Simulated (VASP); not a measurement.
Computed with PBEsol GGA, VASP's PBE PAW potentials (set 64) (plane waves; VASP 6.6.1).

A VASP calculation is set up with these files.

File POSCAR:
```
RuSb
1
    0.0000000000     2.9067319562     2.9067319562
    2.9067319562     0.0000000000     2.9067319562
    2.9067319562     2.9067319562    -0.0000000000
Ru Sb
1 1
Direct
  0.0000000000   0.0000000000   0.0000000000
  0.2500000000   0.2500000000   0.2500000000
```

**INCAR**
```
SYSTEM = RuSb
LWAVE = .False.
LORBIT = 11
ICHARG = 11   ! fixed density
LASPH = .True.
NELM = 100   ! most electronic steps
LCHARG = .False.
SIGMA = 0.05
LMAXMIX = 4
PREC = Accurate
ISMEAR = 0   ! Gaussian
ALGO = Normal
GGA = PS   ! PBEsol
LREAL = .False.   ! projection in real space or not
ENCUT = 400   ! plane-wave cut-off (eV)
EDIFF = 1E-7
```

File KPOINTS:
```
k-points along high-symmetry lines
15
Line-mode
Reciprocal
  0.000000   0.000000   0.000000 ! GAMMA
 -0.500000  -0.500000   0.000000 ! X

 -0.500000  -0.500000   0.000000 ! X
 -0.375000  -0.375000   0.250000 ! U

 -0.375000   0.000000   0.375000 ! K
  0.000000   0.000000   0.000000 ! GAMMA

  0.000000   0.000000   0.000000 ! GAMMA
  0.000000   0.000000   0.500000 ! L

  0.000000   0.000000   0.500000 ! L
 -0.500000  -0.250000   0.250000 ! W

 -0.500000  -0.250000   0.250000 ! W
 -0.500000  -0.500000   0.000000 ! X
```

POTCAR, in this order: Ru_pv Sb (PBE.64 set). Program: vasp_std. Read from the step before: CHGCAR.

What VASP printed:

### OSZICAR
```
       N       E                     dE             d eps       ncg     rms          rms(c)
DAV:   1     0.830227386244E+02    0.83023E+02   -0.90992E+03  3012   0.103E+03
DAV:   2    -0.112128370664E+02   -0.94236E+02   -0.91069E+02  2725   0.265E+02
DAV:   3    -0.133234633396E+02   -0.21106E+01   -0.20746E+01  2750   0.417E+01
DAV:   4    -0.133576145716E+02   -0.34151E-01   -0.34136E-01  3245   0.551E+00
DAV:   5    -0.133581796208E+02   -0.56505E-03   -0.56504E-03  2780   0.589E-01
DAV:   6    -0.133582072023E+02   -0.27581E-04   -0.27582E-04  3444   0.960E-02
DAV:   7    -0.133582073028E+02   -0.10059E-06   -0.99479E-07  2561   0.692E-03
DAV:   8    -0.133582073031E+02   -0.24602E-09   -0.12419E-08  1998   0.954E-04
   1 F= -.13358207E+02 E0= -.13357417E+02  d E =-.157976E-02
```

**OUTCAR**
```
 val. band max:        6.3790844367   @ k =  -0.4821  -0.4821   0.0357

 cond. band min:       6.4037269164   @ k =  -0.5000  -0.4821   0.0179



 k-point     1 :       0.0000    0.0000    0.0000
  band No.  band energies     occupation
      1     -35.1852      2.00000
      2     -35.1852      2.00000
      3     -35.1852      2.00000
      4      -3.9876      2.00000
      5       3.3976      2.00000
      6       3.3976      2.00000
      7       3.3976      2.00000
      8       5.5486      2.00000
      9       5.5486      2.00000
     10      11.3427      0.00000
     11      12.1688      0.00000
     12      12.1688      0.00000
     13      12.1688      0.00000

 k-point     2 :      -0.0357   -0.0357    0.0000
  band No.  band energies     occupation
      1     -35.1858      2.00000
      2     -35.1853      2.00000
      3     -35.1853      2.00000
      4      -3.9703      2.00000
      5       3.3774      2.00000
      6       3.4060      2.00000
      7       3.4060      2.00000
      8       5.5365      2.00000
      9       5.5518      2.00000
     10      11.2748      0.00000
     11      12.0218      0.00000
     12      12.0218      0.00000
     13      12.2605      0.00000

 k-point     3 :      -0.0714   -0.0714    0.0000
  band No.  band energies     occupation
      1     -35.1865      2.00000
      2     -35.1856      2.00000
      3     -35.1856      2.00000
      4      -3.9188      2.00000
      5       3.3187      2.00000
      6       3.4314      2.00000
      7       3.4314      2.00000
      8       5.5013      2.00000
      9       5.5613      2.00000
     10      11.1204      0.00000
     11      11.6652      0.00000
     12      11.6652      0.00000
     13      12.4658      0.00000

 k-point     4 :      -0.1071   -0.1071    0.0000
  band No.  band energies     occupation
      1     -35.1874      2.00000
      2     -35.1860      2.00000
      3     -35.1860      2.00000
      4      -3.8346      2.00000
...
```

The density is held fixed in this step, so its total energy and stress have no physical meaning. Unless said otherwise, spin-orbit coupling is left out, though it shifts the bands of the heavy elements here.

The structure was generated: RuSb was put into the zinc blende type (F-43m), which need not be its known phase. It was relaxed first, which changed the volume by -31 %. The electron count is odd and the run is not spin-polarised, which forces a metal.
